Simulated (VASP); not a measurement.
# GW-BSE spectrum of AlN, part 3 of 3

Wanted: the lowest vertical excitons of AlN and its absorption. The cell is of the zinc-blende type, one of the forms listed for this formula. The start is a computed cell from the Materials Project.

VASP 6.6.1, plane waves and PAW; the level of theory is named at each step.

So far, quasiparticle gap on the mesh (eV): step 4 (G0W0) 4.45.

**5. BSE, Tamm-Dancoff**

This step: BSE on G0W0 on PBE; plane waves and PAW (Al_GW, N_GW) (VASP 6.6.1).

The Bethe-Salpeter equation adds the screened attraction of electron and hole to the quasiparticle pairs; ANTIRES = 0 leaves out the coupling to antiresonant pairs.

Input file INCAR:

```
SYSTEM = AlN
PREC = Accurate
ENCUT = 450
ISMEAR = 0
SIGMA = 0.01
LREAL = .FALSE.
GGA = PE
NBANDS = 48
ALGO = BSE
NBANDSO = 3
NBANDSV = 4
OMEGAMAX = 25
NEDOS = 1000
CSHIFT = 0.1
PRECFOCK = Fast
LWAVE = .FALSE.
LCHARG = .FALSE.
ENCUTGW = 100
ANTIRES = 0
```

Input file POSCAR:

```
AlN
1.0
    0.0000000000      2.1839935596      2.1839935596
    2.1839935596      0.0000000000      2.1839935596
    2.1839935596      2.1839935596      0.0000000000
Al N
1 1
Direct
    0.0000000000      0.0000000000      0.0000000000
    0.2500000000      0.2500000000      0.2500000000
```

Input file KPOINTS:

```
Automatic mesh
0
Gamma
8 8 8
0 0 0
```

PAW data sets: Al_GW and N_GW (PBE family, release 64).

Command:

```
$ mpirun -np 8 vasp_std
```

The log of the run:

```text
[banner, memory and clock lines left out]
running    8 mpi-ranks, on    1 nodes
 distrk:  each k-point on    8 cores,    1 groups
 distr:  one band on    1 cores,    8 groups

 POSCAR found type information on POSCAR AlN
 POSCAR found :  2 types and       2 ions
|                                                                             |
|           W    W    AA    RRRRR   N    N  II  N    N   GGGG   !!!           |
|           W    W   A  A   R    R  NN   N  II  NN   N  G    G  !!!           |
|           W    W  A    A  R    R  N N  N  II  N N  N  G       !!!           |
|           W WW W  AAAAAA  RRRRR   N  N N  II  N  N N  G  GGG   !            |
|           WW  WW  A    A  R   R   N   NN  II  N   NN  G    G                |
|           W    W  A    A  R    R  N    N  II  N    N   GGGG   !!!           |
|                                                                             |
|     For optimal performance we recommend to set                             |
|       NCORE = 2 up to number-of-cores-per-socket                            |
|     NCORE specifies how many cores store one orbital (NPAR=cpu/NCORE).      |
|     This setting can greatly improve the performance of VASP for DFT.       |
|     The default, NCORE=1 might be grossly inefficient on modern             |
|     multi-core architectures or massively parallel machines. Do your        |
|     Unfortunately you need to use the default for GW and RPA                |
|     calculations (for HF NCORE is supported but not extensively tested      |
|     yet).                                                                   |
|                                                                             |

|                                                                             |
|           W    W    AA    RRRRR   N    N  II  N    N   GGGG   !!!           |
|           W    W   A  A   R    R  NN   N  II  NN   N  G    G  !!!           |
|           W    W  A    A  R    R  N N  N  II  N N  N  G       !!!           |
|           W WW W  AAAAAA  RRRRR   N  N N  II  N  N N  G  GGG   !            |
|           WW  WW  A    A  R   R   N   NN  II  N   NN  G    G                |
|           W    W  A    A  R    R  N    N  II  N    N   GGGG   !!!           |
|                                                                             |
|     The default for ENCUTGWSOFT is different in this version of VASP.       |
|     please manually set ENCUTGWSOFT =100 in the INCAR file.                 |
|                                                                             |

 LDA part: xc-table for (Slater+PW92), standard interpolation
 found WAVECAR, reading the header
 POSCAR, INCAR and KPOINTS ok, starting setup
 FFT: planning ... GRIDC
 FFT: planning ... GRID_SOFT
 FFT: planning ... GRID
 reading WAVECAR
 the WAVECAR file was read successfully
 initial charge from wavefunction
 available memory per node:     93.80 GB, setting MAXMEM to     96053

 The Fermi energy was updated, please check that it is located mid-gap
 values below the HOMO (VB) or above the LUMO (CB) will cause erroneous energies
 E-fermi :   6.5653

 the WAVEDER file was read successfully
 responsefunction array rank=      64

 min. memory requirement per mpi rank    122.9 MB, per node    983.2 MB

 Doing            0  frequencies on each core in blocks of            0
 Found all WFULLXXXX.tmp files
 reading now WFULL0001.tmp
 reading now WFULL0002.tmp
 reading now WFULL0003.tmp
 reading now WFULL0004.tmp
 reading now WFULL0005.tmp
 reading now WFULL0006.tmp
 reading now WFULL0007.tmp
 reading now WFULL0008.tmp
 reading now WFULL0009.tmp
 reading now WFULL0010.tmp
 reading now WFULL0011.tmp
 reading now WFULL0012.tmp
 reading now WFULL0013.tmp
 reading now WFULL0014.tmp
 reading now WFULL0015.tmp
 reading now WFULL0016.tmp
 reading now WFULL0017.tmp
 reading now WFULL0018.tmp
 reading now WFULL0019.tmp
 reading now WFULL0020.tmp
 reading now WFULL0021.tmp
 reading now WFULL0022.tmp
 reading now WFULL0023.tmp
 reading now WFULL0024.tmp
 reading now WFULL0025.tmp
 reading now WFULL0026.tmp
 reading now WFULL0027.tmp
 reading now WFULL0028.tmp
 reading now WFULL0029.tmp
 parallelization over k-points
 Using distributed matrix
 Using distributed eigensolver
 allocating two-electron 4 orbital integral table    3    4    3    4
 BSE setting up matrix
 available memory per node:     93.60 GB, setting MAXMEM to     95841
 Calculate matrix elements of the BSE Hamiltonian:
 Workload is divided into blocks of two-electron 4 orbital integrals computed in
  parallel.
 Each block/integral has dimensions  of (   3,   4,   3,   4) orbitals
 Total number of blocks/integrals:               131328
 Number of spins:                                     1
 Number of kpoints:                                 512
 Spin channel:                                        1
  Number of blocks of unoccupied bands:               1
  Number of blocks of occupied bands:                 1
 Number of rows/columns of blocks:                  512

                                                        Time (sec)
               Integrals                 Ranks       Real         CPU
  [         1 -       4096/    131328]     8         4.09        0.00
  [      4097 -       8192/    131328]     8         7.77        0.00
  [      8193 -      12288/    131328]     8        11.40        0.00
  [     12289 -      16384/    131328]     8        15.66        0.00
  [     16385 -      20480/    131328]     8        18.96        0.00
  [     20481 -      24576/    131328]     8        22.64        0.00
  [     24577 -      28672/    131328]     8        25.36        0.00
  [     28673 -      32768/    131328]     8        28.33        0.00
  [     32769 -      36864/    131328]     8        30.91        0.00
  [     36865 -      40960/    131328]     8        33.81        0.00
  [     40961 -      45056/    131328]     8        36.38        0.00
  [     45057 -      49152/    131328]     8        39.04        0.00
  [     49153 -      53248/    131328]     8        41.69        0.00
  [     53249 -      57344/    131328]     8        44.56        0.00
  [     57345 -      61440/    131328]     8        47.31        0.00
  [     61441 -      65536/    131328]     8        49.88        0.00
  [     65537 -      69632/    131328]     8        52.50        0.00
  [     69633 -      73728/    131328]     8        55.14        0.00
  [     73729 -      77824/    131328]     8        57.76        0.00
  [     77825 -      81920/    131328]     8        60.23        0.00
  [     81921 -      86016/    131328]     8        63.02        0.00
  [     86017 -      90112/    131328]     8        65.89        0.00
  [     90113 -      94208/    131328]     8        68.82        0.00
  [     94209 -      98304/    131328]     8        71.55        0.00
  [     98305 -     102400/    131328]     8        74.16        0.00
  [    102401 -     106496/    131328]     8        76.69        0.00
  [    106497 -     110592/    131328]     8        79.21        0.00
  [    110593 -     114688/    131328]     8        81.55        0.00
  [    114689 -     118784/    131328]     8        84.01        0.00
  [    118785 -     122880/    131328]     8        87.09        0.00
  [    122881 -     126976/    131328]     8        89.83        0.00
  [    126977 -     131072/    131328]     8        92.51        0.00
  [    131073 -     131328/    131328]     8        92.84        0.00

 BSE redistributing all elements
 BSE diagonalizing matrix PDSYEVX_ZHEEVX_DESC
 BSE calculating oscillator strength
```

The job ended after 2.4 min (8 MPI ranks of AMD EPYC 7R43, shared host; peak memory 3.7 GiB).

OUTCAR, selected parts (step 5):

```text
   NELECT =       8.0000    total number of electrons

 E-fermi :   6.5653

[... 8 parts as in an earlier step ...]

[... 2 further parts left out ...]
```

This step gave:

| Item | Value |
| --- | --- |
| lowest excitation | 5.196 eV |
| direct gap less the lowest excitation | 0.4484 eV |

The imaginary dielectric function, xx has structure finer than the step of the table below, so its rows give means over 0.5 eV, whole bins alone (the curve runs from 0 to 25 eV). Peaks (eV: height): 6.18: 10.6, 6.68: 14.3, 7.51: 11.9, 7.81: 13.0, 8.63: 10.8, 11.59: 8.66, 12.39: 5.67.

From 3 filled and 4 empty bands alone, without any pair above OMEGAMAX = 25 eV, so strength is missing wherever others contribute; lines are broadened by CSHIFT, which also makes the tail under the first line. Table of imaginary dielectric function, xx by photon energy; means over each step:

| photon energy (eV) | imaginary dielectric function, xx |
| --- | --- |
| 0.5 | 0.00565 |
| 1.0 | 0.0116 |
| 1.5 | 0.0183 |
| 2.0 | 0.0264 |
| 2.5 | 0.0367 |
| 3.0 | 0.0507 |
| 3.5 | 0.0718 |
| 4.0 | 0.108 |
| 4.5 | 0.196 |
| 5.0 | 1.15 |
| 5.5 | 1.13 |
| 6.0 | 6.38 |
| 6.5 | 8.55 |
| 7.0 | 4.64 |
| 7.5 | 10.1 |
| 8.0 | 7.39 |
| 8.5 | 6.19 |
| 9.0 | 4.95 |
| 9.5 | 3.80 |
| 10.0 | 2.37 |
| 10.5 | 3.92 |
| 11.0 | 3.79 |
| 11.5 | 6.98 |
| 12.0 | 4.10 |
| 12.5 | 4.43 |
| 13.0 | 4.42 |
| 13.5 | 3.71 |
| 14.0 | 2.42 |
| 14.5 | 1.88 |
| 15.0 | 2.07 |
| 15.5 | 1.08 |
| 16.0 | 0.810 |
| 16.5 | 0.598 |
| 17.0 | 0.610 |
| 17.5 | 0.308 |
| 18.0 | 0.241 |
| 18.5 | 0.175 |
| 19.0 | 0.126 |
| 19.5 | 0.105 |
| 20.0 | 0.0460 |
| 20.5 | 0.0269 |
| 21.0 | 0.0193 |
| 21.5 | 0.0192 |
| 22.0 | 0.0129 |
| 22.5 | 0.0111 |
| 23.0 | 0.00983 |
| 23.5 | 0.00881 |
| 24.0 | 0.00797 |
| 24.5 | 0.00723 |

Some of the lowest 40 states alone, with states under 2.5 meV apart joined, scaled to the strongest line shown. Lines of the exciton spectrum (strongest = 100):

| position (eV) | lines merged | oscillator strength |
| --- | --- | --- |
| 5.196 | 3 | 18 |
| 6.029 | 3 | 0.0 |
| 6.036 | 3 | 45 |
| 6.218 | 3 | 64 |
| 6.318 | 3 | 0.0 |
| 6.324 | 2 | 0.0 |
| 6.367 | 3 | 0.0 |
| 6.371 | 5 | 0.0 |
| 6.630 | 3 | 0.0 |
| 6.656 | 3 | 100 |
| 6.751 | 3 | 0.0 |
| 6.755 | 3 | 0.0 |

The lowest excitation lies at 5.196 eV, -448 meV against the direct gap of these orbitals. No second mesh in this session tests these energies, peaks and heights.

**6. Independent quasiparticles**

This step: BSE on G0W0 on PBE, independent quasiparticles; plane waves and PAW (Al_GW, N_GW) (VASP 6.6.1).

With LADDER and LHARTREE off the pairs don't interact at all, so the lowest line must equal the direct gap.

INCAR: that of step 5 with these lines changed.

```diff
@@ -19 +19,3 @@
 ANTIRES = 0
+LADDER = .FALSE.
+LHARTREE = .FALSE.
```

POSCAR is that of step 5.

KPOINTS is that of step 5.

Command:

```
$ mpirun -np 8 vasp_std
```

The log of the run:

```text
[banner, memory and clock lines left out]
 LDA part: xc-table for (Slater+PW92), standard interpolation
 found WAVECAR, reading the header
 POSCAR, INCAR and KPOINTS ok, starting setup
 FFT: planning ... GRIDC
 FFT: planning ... GRID_SOFT
 FFT: planning ... GRID
 reading WAVECAR
 the WAVECAR file was read successfully
 initial charge from wavefunction
 available memory per node:     93.65 GB, setting MAXMEM to     95901

 Doing            0  frequencies on each core in blocks of            0
 parallelization over k-points
 Using distributed matrix
 Using distributed eigensolver
 allocating two-electron 4 orbital integral table    3    4    3    4
 BSE setting up matrix
 available memory per node:     93.51 GB, setting MAXMEM to     95751
 Calculate matrix elements of the BSE Hamiltonian:
 Workload is divided into blocks of two-electron 4 orbital integrals computed in
  parallel.
 Each block/integral has dimensions  of (   3,   4,   3,   4) orbitals
 Total number of blocks/integrals:               131328
 Number of spins:                                     1
 Number of kpoints:                                 512
 Spin channel:                                        1
  Number of blocks of unoccupied bands:               1
  Number of blocks of occupied bands:                 1
 Number of rows/columns of blocks:                  512

                                                        Time (sec)
               Integrals                 Ranks       Real         CPU
  [         1 -       4096/    131328]     8         0.44        0.00
  [      4097 -       8192/    131328]     8         0.81        0.00
  [      8193 -      12288/    131328]     8         1.16        0.00
  [     12289 -      16384/    131328]     8         1.55        0.00
  [     16385 -      20480/    131328]     8         1.88        0.00
  [     20481 -      24576/    131328]     8         2.21        0.00
  [     24577 -      28672/    131328]     8         2.53        0.00
  [     28673 -      32768/    131328]     8         2.86        0.00
  [     32769 -      36864/    131328]     8         3.20        0.00
  [     36865 -      40960/    131328]     8         3.62        0.00
  [     40961 -      45056/    131328]     8         4.01        0.00
  [     45057 -      49152/    131328]     8         4.34        0.00
  [     49153 -      53248/    131328]     8         4.67        0.00
  [     53249 -      57344/    131328]     8         4.98        0.00
  [     57345 -      61440/    131328]     8         5.30        0.00
  [     61441 -      65536/    131328]     8         5.60        0.00
  [     65537 -      69632/    131328]     8         5.91        0.00
  [     69633 -      73728/    131328]     8         6.22        0.00
  [     73729 -      77824/    131328]     8         6.53        0.00
  [     77825 -      81920/    131328]     8         6.84        0.00
  [     81921 -      86016/    131328]     8         7.15        0.00
  [     86017 -      90112/    131328]     8         7.46        0.00
  [     90113 -      94208/    131328]     8         7.77        0.00
  [     94209 -      98304/    131328]     8         8.09        0.00
  [     98305 -     102400/    131328]     8         8.45        0.00
  [    102401 -     106496/    131328]     8         8.78        0.00
  [    106497 -     110592/    131328]     8         9.09        0.00
  [    110593 -     114688/    131328]     8         9.40        0.00
  [    114689 -     118784/    131328]     8         9.73        0.00
  [    118785 -     122880/    131328]     8        10.04        0.00
  [    122881 -     126976/    131328]     8        10.34        0.00
  [    126977 -     131072/    131328]     8        10.65        0.00
  [    131073 -     131328/    131328]     8        10.70        0.00

[... 7 parts as in an earlier step ...]
```

Run time: 61 s. Hardware: 8 MPI ranks; peak memory 3.5 GiB.

From OUTCAR (step 6):

```text
   NELECT =       8.0000    total number of electrons

 E-fermi :   6.5653

[... 8 parts as in an earlier step ...]

[... 2 further parts left out ...]
```

Numbers from this step:

- lowest excitation: 5.644 eV

The imaginary dielectric function, xx has structure finer than the step of the table below, so its rows give means over 1 eV, whole bins alone (the curve runs from 0 to 25 eV). Peaks (eV: height): 7.3: 7.32, 8.6: 12.4, 9.2: 9.11, 10.1: 6.24, 12.3: 8.15, 13.5: 7.00, 14.3: 7.89.

From 3 filled and 4 empty bands alone, without any pair above OMEGAMAX = 25 eV, so strength is missing wherever others contribute; lines are broadened by CSHIFT, which also makes the tail under the first line. Table of imaginary dielectric function, xx by photon energy; means over each step:

photon energy (eV), imaginary dielectric function, xx and a bar:
```
        1        0.0 
        2        0.0 
        3        0.0 
        4        0.0 
        5        0.1 
        6        0.6 ##
        7        3.2 #############
        8        3.9 ################
        9        7.5 ##############################
       10        5.1 ####################
       11        4.0 ################
       12        4.8 ###################
       13        5.0 ####################
       14        5.9 ########################
       15        3.5 ##############
       16        2.7 ###########
       17        1.5 ######
       18        0.9 ####
       19        0.4 ##
       20        0.2 #
       21        0.1 
       22        0.0 
       23        0.0 
       24        0.0
```

The lowest excitation lies at 5.644 eV, +448 meV against the Tamm-Dancoff singlet. No second mesh in this session tests these energies, peaks and heights.

**7. Summary**

This step: BSE on G0W0 on PBE; plane waves and PAW (VASP 6.6.1).

Derived from the runs above.

Cost is wall time times ranks on a shared host, for this step alone, without the steps before it. Excitations by level:

| level | first excitation (eV) | cost (core minutes) |
| --- | --- | --- |
| BSE, Tamm-Dancoff | 5.196 | 19.07 |
| independent quasiparticles | 5.644 | 8.13 |

**8. Summary of results**

- BSE, Tamm-Dancoff: lowest vertical excitation 5.196 eV; direct gap 5.644 eV
- independent quasiparticles: lowest vertical excitation 5.644 eV; direct gap 5.644 eV

The Bethe-Salpeter equation puts the lowest vertical singlet excitation at 5.196 eV, 0.45 eV below the direct gap of 5.644 eV; the states within 10 meV of it carry 18 % of the strength of the strongest such group among the lowest 40 states. Attraction and local fields together move the centre of weight of eps2 xx over the computed range by -1.87 eV against the run of independent quasiparticles. The spectra were run on one mesh, so the distance from the gap isn't shown to be converged; coarse meshes tend to overstate it. Bands, response cutoff and mesh of the GW step weren't tested in this session. Only vertical pairs enter; the least gap on the mesh is indirect, 4.452 eV, and its phonon-assisted absorption is absent. Only the bands set by NBANDSO and NBANDSV form pairs, and any pair above OMEGAMAX = 25 eV is dropped, so the spectrum is that of this window; the window can cut degenerate bands. Not tabulated here, as repeats of values shown or as unfit to read for their mesh, reference level or band range: eps2 curves (empty bands); eps1 curves and static values (BSE, empty bands, independent quasiparticles); line lists of runs without attraction (independent quasiparticles).

[Lines on the potential files, build, host, timing and source positions are cut from VASP's logs without a mark.]

[Logs are printed without paths, hosts, clocks, repeated set-up lines and the standing remarks that a program may print on its own settings, such as how far it seeks lower states.]

[Hosts, paths, dates, database ids (printed as entryN), source tags and the programs' standing remarks are cut or masked in the printed files.]

[Pressures printed for these runs are not shown converged in the cutoff: they can be off by several GPa and have the wrong sign.]
